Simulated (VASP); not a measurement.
Input:

```
O2Si
1.0
    4.22222     0.00000     0.00000
    0.00000     4.22222     0.00000
    0.00000     0.00000     2.69697
Si O
2 4
Direct
  0.00000   0.00000   0.00000
  0.50000   0.50000   0.50000
  0.30600   0.30600   0.00000
  0.80600   0.19400   0.50000
  0.19400   0.80600   0.50000
  0.69400   0.69400   0.00000
```

Method: PBE GGA, VASP's PBE PAW potentials (set 64) (plane waves; VASP). Run with 400 eV cut-off, 5×5×8 Γ-centred mesh, Fermi-Dirac smearing of 0.050 eV, potentials Si O.

At this cut-off the stress carries a Pulay error, which pulls relaxed volumes low.

Problem. Which forces act on the atoms, in eV/Å?

Solution. 
```json
[
 {"atom": "Si1", "Fx": "0.000", "Fy": "0.000", "Fz": "0.000"},
 {"atom": "Si2", "Fx": "0.000", "Fy": "0.000", "Fz": "0.000"},
 {"atom": "O3", "Fx": "0.085", "Fy": "0.085", "Fz": "0.000"},
 {"atom": "O4", "Fx": "0.085", "Fy": "-0.085", "Fz": "0.000"},
 {"atom": "O5", "Fx": "-0.085", "Fy": "0.085", "Fz": "0.000"},
 {"atom": "O6", "Fx": "-0.085", "Fy": "-0.085", "Fz": "0.000"}
]
```

Problem. Give the stress tensor in GPa (positive for a compressed cell).

Solution. 
```
-7.61   0.00   0.00
 0.00  -7.61   0.00
 0.00   0.00  -7.77
```
The pressure is its mean diagonal, -7.66 GPa.

The structure is a typed SiO2 crystal (P4_2/mnm). The cell was not relaxed at this level.
